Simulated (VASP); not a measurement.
Given:

```
C
1.0
    0.00000     1.81172     1.81172
    1.81172     0.00000     1.81172
    1.81172     1.81172     0.00000
C
2
Direct
  0.00000   0.00000   0.00000
  0.25000   0.25000   0.25000
```

Level of theory: MS2 meta-GGA, VASP's PBE PAW potentials (set 64) (plane waves; VASP). Run with 520 eV cut-off, 13×13×13 Γ-centred mesh, Gaussian smearing of 0.050 eV, potentials C.

Question: Give the stress tensor in GPa (positive for a compressed cell).

Answer: 
```
-24.44    0.00    0.00
  0.00  -24.44    0.00
  0.00    0.00  -24.44
```
The pressure is its mean diagonal, -24.44 GPa.

The compound is C in the diamond structure. This cell is one point of a volume scan, at 1.06 of the reference volume.
